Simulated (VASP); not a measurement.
Al₂PrZn₂ (space group I4/mmm): computed properties

These are PBEsol GGA, VASP's PBE PAW potentials (set 64) (plane waves; VASP 6.6.1) values and carry that method's errors.

For Al2PrZn2, the space group comes out as I4/mmm (139), the cell comes out as a = b = 4.1537 Å, c = 10.8986 Å, α = β = γ = 90.00° and the volume per atom is 18.80 Å^3/atom. The band gap (over mesh and band path) comes out as none (metal, semimetal or under 0.01 eV). The density is 5.75 g/cm³.

```yaml
crystal:
  lattice:
    - [-2.07685, 2.07685, 5.44930]
    - [2.07685, -2.07685, 5.44930]
    - [2.07685, 2.07685, -5.44930]
  atoms:
    - { symbol: Pr, position: [0.00000, 0.00000, 0.00000] }
    - { symbol: Al, position: [0.25000, 0.75000, 0.50000] }
    - { symbol: Al, position: [0.75000, 0.25000, 0.50000] }
    - { symbol: Zn, position: [0.61083, 0.61083, 0.00000] }
    - { symbol: Zn, position: [0.38917, 0.38917, 0.00000] }
```

The 4f electrons are frozen in the core of the lanthanide potential, so 4f levels, which can set the real gap, and their magnetism are missing.

The structure comes from a computed database's Al2PrZn2 entry (I4/mmm); how it stands against other phases isn't given here. It was relaxed first. Symmetry was kept, so distortions that lower it aren't found. The electron count is odd and the run is not spin-polarised, which forces a metal.
